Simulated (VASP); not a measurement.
An input for Ansatz (written as the equivalent of a VASP run, and not itself run):

Ansatz 0.2 input:
```yaml
crystal:
  lattice:
    - [1.3778211, -2.3864560, 0.0000000]
    - [1.3778211, 2.3864560, 0.0000000]
    - [0.0000000, 0.0000000, 4.4583361]
  atoms:
    - { symbol: Re, position: [0.3333330, 0.6666670, 0.2500000] }
    - { symbol: Re, position: [0.6666670, 0.3333330, 0.7500000] }
kpoints:
  mp_grid: { grid: [17, 17, 9] }
hamiltonian:
  xc: pbe
  dispersion: d4
  pseudopotentials: { kind: paw }
scf:
  occupations: { method: tetrahedron }
  max_iter: 100
output: { forces: true, stress: true, eigenvalues: true }
```

Q: Translate this input to VASP (INCAR, KPOINTS, POSCAR, choice of POTCAR).

A: Several could match; the one computed here: 
### INCAR
```
ALGO = Normal
EDIFF = 1E-7
ENCUT = 520
GGA = PE
ISIF = 2
ISMEAR = -5
IVDW = 13
LASPH = T
LCHARG = T
LMAXMIX = 6
LORBIT = 11
LREAL = F
LWAVE = F
NEDOS = 601
NELM = 100
PREC = Accurate
SYSTEM = Re
```

File POSCAR:
```
Re
1
    1.3778210576    -2.3864559615    -0.0000000000
    1.3778210576     2.3864559615     0.0000000000
    0.0000000000     0.0000000000     4.4583360571
Re
2
Direct
  0.3333330000   0.6666670000   0.2500000000
  0.6666670000   0.3333330000   0.7500000000
```

File KPOINTS:
```
Automatic mesh
0
Gamma
17 17 9
0 0 0
```

POTCAR, in this order: Re (PBE.64 set). Program: vasp_std.

Limits of the translation: each code has its own PAW files, so the cut-off isn't converted (ENCUT is set for VASP's; basis.ecutwfc is left out, and Ansatz then takes the one that its files recommend); Ansatz stops its SCF on the density residual and VASP on the energy change (EDIFF).

The compound is Re in the hcp structure. It was relaxed first.
